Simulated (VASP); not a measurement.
Be2CdS3:

```xyz
12
Lattice="-3.8926 10.6350 5.2907 1.8712 -5.3331 2.6266 1.7556 5.2705 -2.6778" Properties=species:S:1:pos:R:3 pbc="T T T"
Be    0.0563    7.0314    0.0281
Be   -1.9797   12.3964    2.5864
Be    1.7189   -1.7976    2.6728
Be   -1.9735    8.6995    2.6694
Cd    0.1452    0.0328    0.0616
Cd    1.6037    5.0809    2.6505
S     1.7914    3.0675   -1.0531
S    -0.3164    8.4557    1.5759
S     0.1400    1.9499    1.5386
S    -1.8662    7.3596    4.1344
S    -0.2785    5.3773    1.0900
S    -2.1946   10.6840    3.6580
```

The cell was built by a generator and needn't be a form met in nature.

| Property | Result |
| --- | --- |
| Program | VASP 6.6.1 |
| Task | relaxation of cell and atoms |
| Functional | PBE |
| Potentials or basis | VASP PAW PBE potentials, release 64 (Be, Cd, S) |
| Cutoff | 520 eV |
| k mesh | 6 × 6 × 6 |
| Occupations | gaussian, width 0.05 eV |
| Spin | no spin polarisation |

At the start: pressure 5.1 GPa; volume 16.86 Å³/atom.

Task: How do energy, volume and symmetry change on relaxing?

Result: Over 18 steps the energy falls by 124.4 meV/atom and the volume is 17.58 Å³/atom (+4.3 %); space group Cc (No. 9, to 0.05 Å).

The path:
```
step  energy change (eV)  largest force (eV/Å)  pressure (GPa)  volume (Å³)
   1              0.0000                2.9417            5.11       202.33
   2             -1.0235                0.8505           -2.47       218.48
   3             -1.0287                0.7894           -2.94       219.87
   4             -1.3276                0.4250           -0.62       212.63
   5             -1.3658                0.4688            0.71       209.19
   6             -1.4275                0.2796            0.17       210.57
   7             -1.4434                0.2251           -0.21       211.69
   8             -1.4653                0.1657           -0.02       211.22
   9             -1.4727                0.1925            0.18       210.81
  10             -1.4838                0.1219           -0.08       211.50
  11             -1.4847                0.1251           -0.15       211.70
  12             -1.4891                0.0678            0.04       211.13
  13             -1.4898                0.0563            0.17       210.84
  14             -1.4913                0.0477           -0.09       211.57
  15             -1.4913                0.0522           -0.14       211.68
  16             -1.4924                0.0376           -0.05       211.36
  17             -1.4925                0.0418           -0.02       211.24
  18             -1.4931                0.0291            0.09       211.01
```

Final structure:
```
Be Cd S
1.0
    -3.62204   11.01123    5.30659
     1.81338   -5.50494    2.65023
     1.80126    5.50150   -2.65019
Be Cd S
4 2 6
Cartesian
  0.0069 7.3603 0.0693
  -1.7999 12.8642 2.7237
  0.0149 3.5703 0.0684
  -1.7842 9.0743 2.7203
  0.0264 -0.0375 0.1092
  -0.0148 10.9693 0.1127
  1.8226 3.3723 -1.0986
  0.0190 8.8773 1.5527
  0.0130 2.0534 1.5536
  -1.7939 7.5580 4.2065
  -0.0053 5.4648 0.9894
  -1.7907 10.9683 3.6424
```
